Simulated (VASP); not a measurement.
Calculation: vdW-DF2, VASP's PBE PAW potentials (set 64) (plane waves; VASP).

Input for VASP

KPOINTS:
```
K-points
0
G
8 8 6
```

**POSCAR**
```
NiSb
1
    1.9548608328    -3.3859184447    -0.0000000000
    1.9548608328     3.3859184447    -0.0000000000
    0.0000000000    -0.0000000000     5.1051620218
Ni Sb
2 2
Direct
  0.0000000000   0.0000000000   0.5000000000
  0.0000000000   0.0000000000   0.0000000000
  0.3333330000   0.6666670000   0.2500000000
  0.6666670000   0.3333330000   0.7500000000
```

INCAR:
```
# general
SYSTEM   = NiSb
PREC     = Accurate
ENCUT    = 520
LREAL    = .FALSE.
LASPH    = .TRUE.

# electronic loop
EDIFF    = 1E-6
NELM     = 100
ALGO     = Normal
LMAXMIX  = 4

# smearing
ISMEAR   = 1
SIGMA    = 0.1

# functional
GGA      = ML
LUSE_VDW = .TRUE.
AGGAC    = 0.0
ZAB_VDW  = -1.8867

# ions
IBRION   = 2
NSW      = 60
ISIF     = 3
EDIFFG   = -0.02

# output
LWAVE    = .FALSE.
LCHARG   = .FALSE.
```

POTCAR, in this order: Ni Sb (PBE.64 set). Program: vasp_std.

What VASP printed:

OSZICAR:
```
...
DAV:   4    -0.859346888310E+01   -0.26469E+00   -0.26235E+00  1710   0.141E+01
DAV:   5    -0.860139191130E+01   -0.79230E-02   -0.79201E-02  1812   0.256E+00    0.113E+01
DAV:   6    -0.994908985666E+01   -0.13477E+01   -0.19044E+01  1655   0.821E+01    0.124E+01
DAV:   7    -0.773643986286E+01    0.22126E+01   -0.80921E+00  1661   0.596E+01    0.365E+00
DAV:   8    -0.776962787744E+01   -0.33188E-01   -0.85798E-01  1918   0.678E+00    0.213E+00
DAV:   9    -0.772217856571E+01    0.47449E-01   -0.16123E-01  1718   0.753E+00    0.658E-01
DAV:  10    -0.772266234873E+01   -0.48378E-03   -0.84796E-03  1592   0.689E-01    0.472E-01
DAV:  11    -0.772269483686E+01   -0.32488E-04   -0.19124E-03  2042   0.496E-01    0.118E-01
DAV:  12    -0.772259995180E+01    0.94885E-04   -0.85467E-04  2282   0.453E-01    0.557E-02
DAV:  13    -0.772259826370E+01    0.16881E-05   -0.60664E-05  1610   0.666E-02    0.241E-02
DAV:  14    -0.772259466253E+01    0.36012E-05   -0.29810E-06  1408   0.173E-02    0.705E-03
DAV:  15    -0.772259308384E+01    0.15787E-05   -0.12212E-06   841   0.201E-02    0.177E-03
DAV:  16    -0.772259289780E+01    0.18604E-06   -0.96632E-07   781   0.695E-03
   1 F= -.77225929E+01 E0= -.77229641E+01  d E =-.772259E+01
       N       E                     dE             d eps       ncg     rms          rms(c)
DAV:   1    -0.357109245341E+02   -0.27988E+02   -0.38678E+02  1553   0.357E+02    0.512E+01
DAV:   2    -0.318529604905E+02    0.38580E+01   -0.36534E+02  1769   0.284E+02    0.403E+01
DAV:   3    -0.148286900637E+02    0.17024E+02   -0.21000E+02  1877   0.183E+02    0.218E+01
DAV:   4    -0.983237171625E+01    0.49963E+01   -0.11959E+01  1738   0.603E+01    0.153E+01
DAV:   5    -0.828390736129E+01    0.15485E+01   -0.32610E+00  2273   0.240E+01    0.345E+00
DAV:   6    -0.854266402948E+01   -0.25876E+00   -0.16411E+00  2208   0.174E+01    0.824E+00
DAV:   7    -0.811285662222E+01    0.42981E+00   -0.57239E-01  2046   0.109E+01    0.336E+00
DAV:   8    -0.809690906205E+01    0.15948E-01   -0.68574E-02  1893   0.177E+00    0.219E+00
DAV:   9    -0.808983013932E+01    0.70789E-02   -0.14102E-02  1967   0.859E-01    0.454E-01
DAV:  10    -0.808835238367E+01    0.14778E-02   -0.14822E-02  2232   0.133E+00    0.339E-01
DAV:  11    -0.808787683718E+01    0.47555E-03   -0.42815E-03  2119   0.102E+00    0.147E-01
DAV:  12    -0.808779101647E+01    0.85821E-04   -0.26847E-04  2037   0.261E-01    0.869E-02
DAV:  13    -0.808779417552E+01   -0.31590E-05   -0.44794E-05  2056   0.886E-02    0.190E-02
DAV:  14    -0.808779297470E+01    0.12008E-05   -0.48748E-06  1550   0.243E-02    0.363E-03
DAV:  15    -0.808779280166E+01    0.17303E-06   -0.60394E-07   837   0.102E-02
   2 F= -.80877928E+01 E0= -.80885999E+01  d E =-.365200E+00
       N       E                     dE             d eps       ncg     rms          rms(c)
DAV:   1    -0.152243082800E+02   -0.71365E+01   -0.67742E+01  1675   0.123E+02    0.259E+01
DAV:   2    -0.290349653210E+02   -0.13811E+02   -0.17919E+02  1580   0.236E+02    0.408E+01
DAV:   3    -0.944872219216E+01    0.19586E+02   -0.46390E+01  1648   0.135E+02    0.909E+00
DAV:   4    -0.831464663045E+01    0.11341E+01   -0.71242E+00  2096   0.399E+01    0.404E+00
DAV:   5    -0.830470045833E+01    0.99462E-02   -0.75343E-01  1879   0.943E+00    0.268E+00
DAV:   6    -0.830226241753E+01    0.24380E-02   -0.15195E-02  1805   0.112E+00    0.267E+00
DAV:   7    -0.829400430157E+01    0.82581E-02   -0.34686E-03  2001   0.494E-01    0.344E+00
DAV:   8    -0.829469991343E+01   -0.69561E-03   -0.22793E-01  1681   0.822E+00    0.668E+00
DAV:   9    -0.828062893730E+01    0.14071E-01   -0.32047E-02  1685   0.297E+00    0.297E+00
DAV:  10    -0.827855713483E+01    0.20718E-02   -0.54891E-03  2036   0.107E+00    0.127E+00
DAV:  11    -0.827832446395E+01    0.23267E-03   -0.62933E-04  1705   0.248E-01    0.450E-01
DAV:  12    -0.827828337434E+01    0.41090E-04   -0.11681E-04  1675   0.892E-02    0.880E-02
DAV:  13    -0.827827874808E+01    0.46263E-05   -0.14561E-05  2245   0.335E-02    0.141E-02
DAV:  14    -0.827827903500E+01   -0.28692E-06   -0.15067E-06   900   0.180E-02
   3 F= -.82782790E+01 E0= -.82785841E+01  d E =-.555686E+00
       N       E                     dE             d eps       ncg     rms          rms(c)
DAV:   1    -0.828389989549E+01   -0.56211E-02   -0.54854E-02  1631   0.384E+00    0.740E-01
DAV:   2    -0.830307338470E+01   -0.19173E-01   -0.16205E-01  1666   0.736E+00    0.143E+00
DAV:   3    -0.827821872278E+01    0.24855E-01   -0.85101E-02  1661   0.535E+00    0.120E-01
DAV:   4    -0.827823852621E+01   -0.19803E-04   -0.27289E-03  1546   0.339E-01    0.657E-02
DAV:   5    -0.827818005193E+01    0.58474E-04   -0.13214E-04  2056   0.189E-01    0.193E-02
DAV:   6    -0.827817458071E+01    0.54712E-05   -0.18784E-05  1857   0.306E-02    0.494E-03
DAV:   7    -0.827817413728E+01    0.44343E-06   -0.64574E-07   829   0.928E-03
   4 F= -.82781741E+01 E0= -.82785197E+01  d E =-.555581E+00
       N       E                     dE             d eps       ncg     rms          rms(c)
DAV:   1    -0.828563957715E+01   -0.74650E-02   -0.83587E-02  1689   0.407E+00    0.801E-01
DAV:   2    -0.830651610947E+01   -0.20877E-01   -0.17097E-01  1672   0.772E+00    0.148E+00
DAV:   3    -0.827883856676E+01    0.27678E-01   -0.88464E-02  1658   0.578E+00    0.141E-01
DAV:   4    -0.827885234858E+01   -0.13782E-04   -0.34003E-03  1566   0.360E-01    0.882E-02
DAV:   5    -0.827876525815E+01    0.87090E-04   -0.19725E-04  1865   0.243E-01    0.280E-02
DAV:   6    -0.827876427952E+01    0.97864E-06   -0.29007E-05  2093   0.413E-02    0.933E-03
DAV:   7    -0.827876524505E+01   -0.96553E-06   -0.13838E-06   828   0.191E-02
   5 F= -.82787652E+01 E0= -.82790956E+01  d E =-.591108E-03
       N       E                     dE             d eps       ncg     rms          rms(c)
DAV:   1    -0.827919983346E+01   -0.43555E-03   -0.47041E-03  1678   0.975E-01    0.188E-01
DAV:   2    -0.828032592841E+01   -0.11261E-02   -0.93677E-03  1678   0.181E+00    0.345E-01
DAV:   3    -0.827882424692E+01    0.15017E-02   -0.48304E-03  1658   0.134E+00    0.344E-02
DAV:   4    -0.827882453773E+01   -0.29081E-06   -0.17523E-04  1575   0.861E-02    0.187E-02
DAV:   5    -0.827882103622E+01    0.35015E-05   -0.11017E-05  1792   0.576E-02    0.531E-03
DAV:   6    -0.827882149573E+01   -0.45951E-06   -0.12780E-06   805   0.895E-03
   6 F= -.82788215E+01 E0= -.82791480E+01  d E =-.647358E-03
       N       E                     dE             d eps       ncg     rms          rms(c)
DAV:   1    -0.828035620686E+01   -0.15352E-02   -0.18588E-02  1686   0.193E+00    0.375E-01
DAV:   2    -0.828484649310E+01   -0.44903E-02   -0.37351E-02  1675   0.362E+00    0.690E-01
DAV:   3    -0.827885800476E+01    0.59885E-02   -0.19293E-02  1661   0.269E+00    0.684E-02
DAV:   4    -0.827885460564E+01    0.33991E-05   -0.70624E-04  1575   0.171E-01    0.382E-02
DAV:   5    -0.827883876291E+01    0.15843E-04   -0.43425E-05  1860   0.114E-01    0.114E-02
DAV:   6    -0.827883943616E+01   -0.67325E-06   -0.62777E-06  1629   0.183E-02
   7 F= -.82788394E+01 E0= -.82791595E+01  d E =-.665299E-03
       N       E                     dE             d eps       ncg     rms          rms(c)
DAV:   1    -0.828145812788E+01   -0.26194E-02   -0.45860E-02  1649   0.256E+00    0.442E-01
DAV:   2    -0.828574479043E+01   -0.42867E-02   -0.43118E-02  1665   0.388E+00    0.717E-01
DAV:   3    -0.827924403712E+01    0.65008E-02   -0.21499E-02  1662   0.282E+00    0.119E-01
DAV:   4    -0.827908757932E+01    0.15646E-03   -0.11615E-03  1585   0.299E-01    0.412E-02
DAV:   5    -0.827906560686E+01    0.21972E-04   -0.98574E-05  1826   0.165E-01    0.133E-02
DAV:   6    -0.827906330665E+01    0.23002E-05   -0.14653E-05  1588   0.438E-02    0.551E-03
DAV:   7    -0.827906324189E+01    0.64764E-07   -0.67771E-07   799   0.141E-02
   8 F= -.82790632E+01 E0= -.82794271E+01  d E =-.223806E-03
```

OUTCAR:
```
------------------------ aborting loop because EDIFF is reached ----------------------------------------
  FORCE on cell =-STRESS in cart. coord.  units (eV):
  Direction    XX          YY          ZZ          XY          YZ          ZX
  --------------------------------------------------------------------------------------
  Total        0.0368084      0.0368084      0.0378428      0.0000000     -0.0000000      0.0000000
  in kB        0.7452712      0.7452713      0.7662157      0.0000000     -0.0000000      0.0000000
  external PRESSURE =       0.7522527 kB  Pullay stress =       0.0000000 kB
  volume of cell :       79.13
      direct lattice vectors                 reciprocal lattice vectors
     2.054732067 -3.558900521  0.000000000     0.243340729 -0.140492828  0.000000000
     2.054732067  3.558900521 -0.000000000     0.243340729  0.140492828  0.000000000
    -0.000000000 -0.000000000  5.410554175    -0.000000000  0.000000000  0.184823951
 POSITION                                       TOTAL-FORCE (eV/Angst)
 -----------------------------------------------------------------------------------
      2.05473      3.55890      2.70528        -0.000000     -0.000000     -0.000000
      2.05473      3.55890     -0.00000        -0.000000      0.000000     -0.000000
      2.05473      1.18630      1.35264         0.000000     -0.000000      0.000000
      2.05473     -1.18630      4.05792        -0.000000     -0.000000     -0.000000
 -----------------------------------------------------------------------------------
    total drift:                                0.000000      0.000000      0.000000
  FREE ENERGIE OF THE ION-ELECTRON SYSTEM (eV)
  ---------------------------------------------------
  free  energy   TOTEN  =        -8.2790632419 eV

  energy  without entropy=       -8.2801547833  energy(sigma->0) =       -8.27942709

 reached required accuracy - stopping structural energy minimisation
```
(Selected blocks of OUTCAR.)

### CONTCAR
```
NiSb
   1.00000000000000
     2.0547320671354865   -3.5589005211857452    0.0000000000000000
     2.0547320671354865    3.5589005211857452   -0.0000000000000000
    -0.0000000000000000   -0.0000000000000000    5.4105541749274542
  Ni              Sb
     2     2
Direct
     0.0000000000000000    1.0000000000000000    0.5000000000000000
     0.0000000000000000    1.0000000000000000    0.0000000000000000
     0.3333330000000032    0.6666669999999968    0.2500000000000000
     0.6666669999999968    0.3333330000000032    0.7500000000000000
```

Energy and stress use the plane-wave basis of the starting cell.

The compound is NiSb in the NiAs type structure. This run relaxes it. Symmetry was kept, so distortions that lower it aren't found. The start is the result of an earlier pass. The run is not spin-polarised, so no magnetic state was tried.
